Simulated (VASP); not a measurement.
VASP input:

**KPOINTS**
```
Automatic mesh
0
Gamma
15 15 15
0 0 0
```

### INCAR
```
! general
SYSTEM   =  Os
PREC     =  Accurate
ENCUT    =  400   ! plane-wave cut-off (eV)
LREAL    =  F
LASPH    =  T   ! aspherical one-centre terms

! electronic loop
EDIFF    =  1E-6   ! SCF stop (eV)
NELM     =  100
ALGO     =  Normal   ! blocked Davidson
LMAXMIX  =  6
LMIXTAU  =  T

! smearing
ISMEAR   =  1   ! Methfessel-Paxton
SIGMA    =  0.1   ! width (eV)

! functional
METAGGA  =  R2SCAN

! ions
IBRION   =  2   ! conjugate gradients
NSW      =  60
ISIF     =  3
EDIFFG   =  -0.01

! output
LWAVE    =  F
LCHARG   =  F
```

### POSCAR
```
Os
1.0
 -1.5365204375   1.5365204375   1.5365204375
  1.5365204375  -1.5365204375   1.5365204375
  1.5365204375   1.5365204375  -1.5365204375
Os
1
Direct
  0.0000000000   0.0000000000   0.0000000000
```

POTCAR, in this order: Os (PBE.64 set). Program: vasp_std.

Translate this r2SCAN calculation to Ansatz.

One equivalent input (not run):
Ansatz 0.2 input:
```yaml
crystal:
  lattice:
    - [-1.5365204, 1.5365204, 1.5365204]
    - [1.5365204, -1.5365204, 1.5365204]
    - [1.5365204, 1.5365204, -1.5365204]
  atoms:
    - { symbol: Os, position: [0.0000000, 0.0000000, 0.0000000] }
kpoints:
  mp_grid: { grid: [15, 15, 15] }
hamiltonian:
  xc: r2scan
  pseudopotentials: { kind: paw }
scf:
  occupations: { method: methfessel_paxton, width: 0.1 }
  max_iter: 100
relax:
  max_steps: 60
  f_tol: 0.01
  cell: {}
output: { forces: true, stress: true, eigenvalues: true }
```
What does not carry over: each code has its own PAW files, so the cut-off isn't converted (ENCUT is set for VASP's; basis.ecutwfc is left out, and Ansatz then takes the one that its files recommend); Ansatz stops its SCF on the density residual and VASP on the energy change (EDIFF).

The structure was generated: Os was put into the bcc type (Im-3m), which need not be its known phase. It was relaxed first. The start is the result of an earlier pass.
